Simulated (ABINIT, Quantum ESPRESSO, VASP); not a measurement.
## Ca2Si (Fm-3m, 3 atoms in the cell) computed with different codes at matched settings

Self-consistent single point.

```
CELL_PARAMETERS angstrom
      0.00000     3.58523     3.58523
      3.58523     0.00000     3.58523
      3.58523     3.58523     0.00000
ATOMIC_POSITIONS crystal
  Ca 0.75000 0.75000 0.75000
  Ca 0.25000 0.25000 0.25000
  Si 0.00000 0.00000 0.00000
```

Shared settings, as Quantum ESPRESSO writes them: occupations = fixed; K_POINTS = automatic 8 8 8 0 0 0. Potentials and cutoffs stand in the table.

| code | model | pressure (GPa) | gap on the mesh (eV) | cutoff |
|---|---|---|---|---|
| VASP | LDA (PZ), VASP's LDA PAW potentials (set 64) | -2.66 | 0.503 | 300 eV |
| Quantum ESPRESSO | LDA (PZ), GBRV 1.5 ultrasoft (LDA) pseudopotentials | -2.63 | 0.510 | 40 Ry |
| ABINIT | LDA (PW92), PAW (JTH v2.0 LDA PAW) | -2.67 | 0.511 | 20 Ha |

Gaps are read on the mesh.

The spread over the programs that give each value: pressure within 0.04 GPa; gap on the mesh within 0.008 eV.

The same LDA comes in different parametrisations, which differ slightly.

VASP's run is marked for a possible Pulay error in its stress at this cutoff; no cutoff test was made.

VASP ran the fixed occupations as a Gaussian smearing of 0.01 eV.

The starting cell comes from a database of computed structures (which also holds hypothetical and non-ambient phases and stackings), without a prior relaxation at this level.

Left out of this page: Ansatz, GPAW, CP2K, Elk, FLEUR and SIESTA (not drawn, or without a comparable value).
